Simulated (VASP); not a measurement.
Method: PBE GGA, VASP's PBE PAW potentials (set 64) (plane waves; VASP).

VASP input:

**POSCAR**
```
LiCl
1
    0.0000000000     2.5700000000     2.5700000000
    2.5700000000     0.0000000000     2.5700000000
    2.5700000000     2.5700000000     0.0000000000
Li Cl
1 1
Direct
  0.0000000000   0.0000000000   0.0000000000
  0.5000000000   0.5000000000   0.5000000000
```

### INCAR
```
NELM=100   ! most electronic steps
SIGMA=0.05
LASPH=T
LCHARG=F
ALGO=Normal
GGA=PE
LWAVE=F
ISMEAR=0   ! Gaussian
EDIFF=1E-6
PREC=Accurate
LREAL=F
SYSTEM=LiCl
ENCUT=700   ! plane-wave cut-off (eV)
ISIF=2   ! forces and stress, cell fixed
```

**KPOINTS**
```
kpoints
0
Gamma
  8 8 8
0 0 0
```

POTCAR, in this order: Li_sv Cl (PBE.64 set). Program: vasp_std.

Output of the run:

OUTCAR:
```
 ion  position               nearest neighbor table
   1  0.000  0.000  0.000-   2 2.57   2 2.57   2 2.57   2 2.57   2 2.57   2 2.57
   2  0.500  0.500  0.500-   1 2.57   1 2.57   1 2.57   1 2.57   1 2.57   1 2.57
  LATTYP: Found a face centered cubic cell.
 ALAT       =     5.1400000000
 Subroutine PRICEL returns:
 Original cell was already a primitive cell.
 Subroutine GETGRP returns: Found 48 space group operations
The static configuration has the point symmetry O_h .
The dynamic configuration has the point symmetry O_h .
 Subroutine INISYM returns: Found 48 space group operations
 Subroutine IBZKPT returns following result:
 Found     29 irreducible k-points:

 Following reciprocal coordinates:
            Coordinates               Weight
  0.000000  0.000000  0.000000      1.000000
  0.125000  0.000000  0.000000      8.000000
  0.250000  0.000000  0.000000      8.000000
  0.375000  0.000000  0.000000      8.000000
  0.500000  0.000000  0.000000      4.000000
  0.125000  0.125000  0.000000      6.000000
  0.250000  0.125000  0.000000     24.000000
  0.375000  0.125000  0.000000     24.000000
  0.500000  0.125000  0.000000     24.000000
 -0.375000  0.125000  0.000000     24.000000
 -0.250000  0.125000  0.000000     24.000000
 -0.125000  0.125000  0.000000     12.000000
  0.250000  0.250000  0.000000      6.000000
  0.375000  0.250000  0.000000     24.000000
  0.500000  0.250000  0.000000     24.000000
 -0.375000  0.250000  0.000000     24.000000
 -0.250000  0.250000  0.000000     12.000000
  0.375000  0.375000  0.000000      6.000000
  0.500000  0.375000  0.000000     24.000000
 -0.375000  0.375000  0.000000     12.000000
  0.500000  0.500000  0.000000      3.000000
  0.375000  0.250000  0.125000     24.000000
  0.500000  0.250000  0.125000     48.000000
 -0.375000  0.250000  0.125000     24.000000
...
```

File OSZICAR:
```
       N       E                     dE             d eps       ncg     rms          rms(c)
DAV:   1     0.482568941871E+02    0.48257E+02   -0.48151E+03   522   0.125E+03
DAV:   2    -0.516420352333E+01   -0.53421E+02   -0.51054E+02   764   0.173E+02
DAV:   3    -0.738786164502E+01   -0.22237E+01   -0.22210E+01   626   0.424E+01
DAV:   4    -0.744911890036E+01   -0.61257E-01   -0.61192E-01   829   0.704E+00
DAV:   5    -0.744953182621E+01   -0.41293E-03   -0.41273E-03   625   0.599E-01    0.239E+00
DAV:   6    -0.737887217962E+01    0.70660E-01   -0.17565E-01   586   0.242E+00    0.171E+00
DAV:   7    -0.738007834823E+01   -0.12062E-02   -0.57716E-02   751   0.159E+00    0.920E-01
DAV:   8    -0.738433869144E+01   -0.42603E-02   -0.90086E-03   575   0.835E-01    0.144E-01
DAV:   9    -0.738432601938E+01    0.12672E-04   -0.31591E-04   655   0.166E-01    0.450E-02
DAV:  10    -0.738440259933E+01   -0.76580E-04   -0.11722E-04   563   0.996E-02    0.248E-02
DAV:  11    -0.738440462698E+01   -0.20276E-05   -0.67209E-06   815   0.235E-02    0.437E-03
DAV:  12    -0.738440528189E+01   -0.65491E-06   -0.39910E-07   491   0.564E-03
   1 F= -.73844053E+01 E0= -.73844053E+01  d E =-.219322E-18
```

**OUTCAR**
```
------------------------ aborting loop because EDIFF is reached ----------------------------------------
  FORCE on cell =-STRESS in cart. coord.  units (eV):
  Direction    XX          YY          ZZ          XY          YZ          ZX
  --------------------------------------------------------------------------------------
  Total        0.0211459      0.0211459      0.0211459      0.0000000      0.0000000     -0.0000000
  in kB        0.9979476      0.9979476      0.9979476      0.0000000      0.0000000     -0.0000000
  external PRESSURE =       0.9979476 kB  Pullay stress =       0.0000000 kB
  volume of cell :       33.95
      direct lattice vectors                 reciprocal lattice vectors
     0.000000000  2.570000000  2.570000000    -0.194552529  0.194552529  0.194552529
     2.570000000  0.000000000  2.570000000     0.194552529 -0.194552529  0.194552529
     2.570000000  2.570000000  0.000000000     0.194552529  0.194552529 -0.194552529
  FREE ENERGIE OF THE ION-ELECTRON SYSTEM (eV)
  ---------------------------------------------------
  free  energy   TOTEN  =        -7.3844052819 eV

  energy  without entropy=       -7.3844052819  energy(sigma->0) =       -7.38440528
```
(Selected blocks of OUTCAR.)

File OUTCAR:
```
 val. band max:        0.5327338333   @ k =   0.0000   0.0000   0.0000

 cond. band min:       6.8340674231   @ k =   0.0000   0.0000   0.0000


 Fermi energy:         0.8267302039

 k-point     1 :       0.0000    0.0000    0.0000
  band No.  band energies     occupation
      1     -42.9941      2.00000
      2     -12.8427      2.00000
      3       0.5327      2.00000
      4       0.5327      2.00000
      5       0.5327      2.00000
      6       6.8341      0.00000
      7      12.4665      0.00000
      8      12.4665      0.00000
      9      12.4665      0.00000

 k-point     2 :       0.1250    0.0000    0.0000
  band No.  band energies     occupation
      1     -42.9938      2.00000
      2     -12.7681      2.00000
      3       0.0113      2.00000
      4       0.4922      2.00000
      5       0.4922      2.00000
      6       7.2947      0.00000
      7      11.6794      0.00000
      8      12.3618      0.00000
      9      12.3618      0.00000

 k-point     3 :       0.2500    0.0000    0.0000
  band No.  band energies     occupation
      1     -42.9928      2.00000
      2     -12.5782      2.00000
      3      -1.0330      2.00000
      4       0.3995      2.00000
      5       0.3995      2.00000
      6       7.7339      0.00000
      7      11.2189      0.00000
      8      11.2189      0.00000
      9      11.4889      0.00000

 k-point     4 :       0.3750    0.0000    0.0000
  band No.  band energies     occupation
      1     -42.9919      2.00000
      2     -12.3721      2.00000
      3      -1.9165      2.00000
      4       0.3134      2.00000
      5       0.3134      2.00000
      6       7.4700      0.00000
      7      10.3360      0.00000
      8      10.3360      0.00000
      9      12.6526      0.00000

 k-point     5 :       0.5000    0.0000    0.0000
  band No.  band energies     occupation
      1     -42.9916      2.00000
      2     -12.2813      2.00000
      3      -2.2554      2.00000
...
```

The compound is LiCl in the rock salt structure. The cell was not relaxed at this level. The run is one of a series of settings (ENCUT = 700 against the base run), some of them coarse on purpose.
